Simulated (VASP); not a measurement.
Computed with revTPSS meta-GGA, VASP's PBE PAW potentials (set 64) (plane waves; VASP).

A VASP calculation is set up with these files.

POSCAR:
```
CuZn
1
    2.9500000000     0.0000000000     0.0000000000
    0.0000000000     2.9500000000     0.0000000000
    0.0000000000     0.0000000000     2.9500000000
Zn Cu
1 1
Direct
  0.5000000000   0.5000000000   0.5000000000
  0.0000000000   0.0000000000   0.0000000000
```

**INCAR**
```
# general
SYSTEM =CuZn
PREC   =Accurate
ENCUT  =520
LREAL  =F
LASPH  =T

# electronic loop
EDIFF  =1E-6
NELM   =100
ALGO   =Normal
LMAXMIX=4
LMIXTAU=T

# smearing
ISMEAR =1
SIGMA  =0.1

# functional
METAGGA=RTPSS

# ions
IBRION =2
NSW    =60
ISIF   =3
EDIFFG =-0.01

# output
LWAVE  =F
LCHARG =F
```

KPOINTS:
```
Automatic mesh
0
Gamma
11 11 11
0 0 0
```

POTCAR, in this order: Zn Cu (PBE.64 set). Program: vasp_std.

Output of the run:

OUTCAR:
```
 ion  position               nearest neighbor table
   1  0.500  0.500  0.500-   2 2.55   2 2.55   2 2.55   2 2.55   2 2.55   2 2.55   2 2.55   2 2.55
  LATTYP: Found a simple cubic cell.
 ALAT       =     2.9500000000
 Subroutine PRICEL returns:
 Original cell was already a primitive cell.
 Subroutine GETGRP returns: Found 48 space group operations
The static configuration has the point symmetry O_h .
The dynamic configuration has the point symmetry O_h .
 Subroutine INISYM returns: Found 48 space group operations
 Subroutine IBZKPT returns following result:
 Found     56 irreducible k-points:

 Following reciprocal coordinates:
            Coordinates               Weight
  0.000000  0.000000  0.000000      1.000000
  0.090909  0.000000  0.000000      6.000000
  0.181818  0.000000  0.000000      6.000000
  0.272727  0.000000  0.000000      6.000000
  0.363636  0.000000  0.000000      6.000000
  0.454545  0.000000  0.000000      6.000000
  0.090909  0.090909  0.000000     12.000000
  0.181818  0.090909  0.000000     24.000000
  0.272727  0.090909  0.000000     24.000000
  0.363636  0.090909  0.000000     24.000000
...
```

**OSZICAR**
```
       N       E                     dE             d eps       ncg     rms          rms(c)
DAV:   1     0.176349958109E+03    0.17635E+03   -0.17729E+04  1736   0.412E+03
DAV:   2     0.330049589935E+02   -0.14334E+03   -0.14013E+03  1827   0.508E+02
DAV:   3     0.175885721135E+02   -0.15416E+02   -0.15373E+02  2107   0.204E+02
DAV:   4     0.172413413085E+02   -0.34723E+00   -0.34714E+00  2303   0.381E+01
DAV:   5     0.172364030865E+02   -0.49382E-02   -0.49379E-02  2262   0.408E+00    0.449E+00
DAV:   6     0.376520165353E+01   -0.13471E+02   -0.46339E+01  1680   0.827E+01    0.745E+00
DAV:   7     0.370132196195E+01   -0.63880E-01   -0.10920E+00  2276   0.189E+01    0.893E+00
DAV:   8     0.343410907041E+01   -0.26721E+00   -0.74700E-01  1809   0.210E+01    0.802E+00
DAV:   9     0.424003493397E+01    0.80593E+00   -0.32731E+00  1979   0.441E+01    0.308E+00
DAV:  10     0.422963729622E+01   -0.10398E-01   -0.27184E-01  2653   0.720E+00    0.258E+00
DAV:  11     0.420648137508E+01   -0.23156E-01   -0.21505E-01  1999   0.122E+01    0.210E+00
DAV:  12     0.427028711701E+01    0.63806E-01   -0.29201E-01  2107   0.134E+01    0.442E-01
DAV:  13     0.426755477226E+01   -0.27323E-02   -0.22662E-02  2540   0.379E+00    0.213E-01
DAV:  14     0.427173034667E+01    0.41756E-02   -0.97997E-03  1876   0.174E+00    0.124E-01
DAV:  15     0.427162574667E+01   -0.10460E-03   -0.59274E-04  2002   0.605E-01    0.691E-02
DAV:  16     0.427180406075E+01    0.17831E-03   -0.63277E-04  2595   0.550E-01    0.129E-02
DAV:  17     0.427178371536E+01   -0.20345E-04   -0.58448E-05  2263   0.162E-01    0.115E-02
DAV:  18     0.427178740553E+01    0.36902E-05   -0.19864E-05  2054   0.111E-01    0.152E-03
DAV:  19     0.427178287521E+01   -0.45303E-05   -0.15289E-06  1393   0.214E-02    0.630E-04
DAV:  20     0.427178274874E+01   -0.12647E-06   -0.16237E-07   994   0.828E-03
   1 F= 0.42717827E+01 E0= 0.42717028E+01  d E =0.427178E+01
       N       E                     dE             d eps       ncg     rms          rms(c)
DAV:   1     0.673225619772E+00   -0.35986E+01   -0.46047E+01  1680   0.158E+02    0.153E+01
DAV:   2     0.247853966557E+01    0.18053E+01   -0.35653E+01  1687   0.168E+02    0.775E+00
DAV:   3     0.411339179626E+01    0.16349E+01   -0.80943E+00  1731   0.178E+02    0.275E+00
DAV:   4     0.421699612276E+01    0.10360E+00   -0.53360E-01  2284   0.140E+01    0.134E+00
DAV:   5     0.424788844868E+01    0.30892E-01   -0.34607E-02  2162   0.527E+00    0.483E-01
DAV:   6     0.425072113623E+01    0.28327E-02   -0.58975E-02  1785   0.687E+00    0.286E-01
DAV:   7     0.425169784796E+01    0.97671E-03   -0.11669E-02  1827   0.340E+00    0.487E-02
DAV:   8     0.425162135650E+01   -0.76491E-04   -0.17897E-03  1925   0.139E+00    0.803E-02
DAV:   9     0.425165621044E+01    0.34854E-04   -0.82136E-04  1855   0.942E-01    0.134E-02
DAV:  10     0.425163322883E+01   -0.22982E-04   -0.35237E-05  2597   0.179E-01    0.287E-03
DAV:  11     0.425163212223E+01   -0.11066E-05   -0.75812E-07   973   0.182E-02    0.132E-03
DAV:  12     0.425163238978E+01    0.26755E-06   -0.22820E-07   889   0.117E-02
   2 F= 0.42516324E+01 E0= 0.42516635E+01  d E =-.201504E-01
       N       E                     dE             d eps       ncg     rms          rms(c)
DAV:   1     0.377344916305E+01   -0.47818E+00   -0.70051E+00  1680   0.684E+01    0.512E+00
DAV:   2     0.408198066439E+01    0.30853E+00   -0.33894E+00  1687   0.497E+01    0.245E+00
DAV:   3     0.419930837205E+01    0.11733E+00   -0.10847E+00  1715   0.311E+01    0.159E+00
DAV:   4     0.423075449715E+01    0.31446E-01   -0.69138E-02  1902   0.843E+00    0.559E-01
DAV:   5     0.423775163509E+01    0.69971E-02   -0.92490E-03  2524   0.198E+00    0.565E-02
DAV:   6     0.423758611159E+01   -0.16552E-03   -0.10335E-03  2207   0.757E-01    0.194E-02
DAV:   7     0.423761582443E+01    0.29713E-04   -0.29344E-04  2284   0.444E-01    0.120E-02
DAV:   8     0.423750968825E+01   -0.10614E-03   -0.95424E-05  2094   0.235E-01    0.408E-03
DAV:   9     0.423750803814E+01   -0.16501E-05   -0.54208E-06  1921   0.479E-02    0.947E-04
DAV:  10     0.423750788232E+01   -0.15583E-06   -0.22298E-07   875   0.106E-02
   3 F= 0.42375079E+01 E0= 0.42374788E+01  d E =-.342749E-01
```

### OUTCAR
```
------------------------ aborting loop because EDIFF is reached ----------------------------------------
  FORCE on cell =-STRESS in cart. coord.  units (eV):
  Direction    XX          YY          ZZ          XY          YZ          ZX
  --------------------------------------------------------------------------------------
  Total       -0.0028297     -0.0028297     -0.0028297      0.0000000      0.0000000     -0.0000000
  in kB       -0.1865819     -0.1865819     -0.1865819      0.0000000      0.0000000     -0.0000000
  external PRESSURE =      -0.1865819 kB  Pullay stress =       0.0000000 kB
  volume of cell :       24.30
      direct lattice vectors                 reciprocal lattice vectors
     2.896416703 -0.000000000  0.000000000     0.345254189  0.000000000  0.000000000
    -0.000000000  2.896416703 -0.000000000     0.000000000  0.345254189  0.000000000
    -0.000000000 -0.000000000  2.896416703     0.000000000  0.000000000  0.345254189
 POSITION                                       TOTAL-FORCE (eV/Angst)
 -----------------------------------------------------------------------------------
      1.44821      1.44821      1.44821        -0.000000     -0.000000      0.000000
      0.00000      0.00000      0.00000         0.000000      0.000000      0.000000
 -----------------------------------------------------------------------------------
    total drift:                                0.000000      0.000000     -0.000000
  FREE ENERGIE OF THE ION-ELECTRON SYSTEM (eV)
  ---------------------------------------------------
  free  energy   TOTEN  =         4.2375078823 eV

  energy  without entropy=        4.2374207299  energy(sigma->0) =        4.23747883

 reached required accuracy - stopping structural energy minimisation
```
(Selected blocks of OUTCAR.)

**CONTCAR**
```
CuZn
   1.00000000000000
     2.8964167033933523   -0.0000000000000000    0.0000000000000000
    -0.0000000000000000    2.8964167033933523   -0.0000000000000000
    -0.0000000000000000   -0.0000000000000000    2.8964167033933523
  Zn              Cu
     1     1
Direct
     0.5000000000000000    0.5000000000000000    0.5000000000000000
     0.0000000000000000    0.0000000000000000    0.0000000000000000
```

Energy and stress use the plane-wave basis of the starting cell.

The compound is CuZn in the CsCl type structure. This run relaxes it. Symmetry was kept, so distortions that lower it aren't found. The electron count is odd and the run is not spin-polarised, which forces a metal.
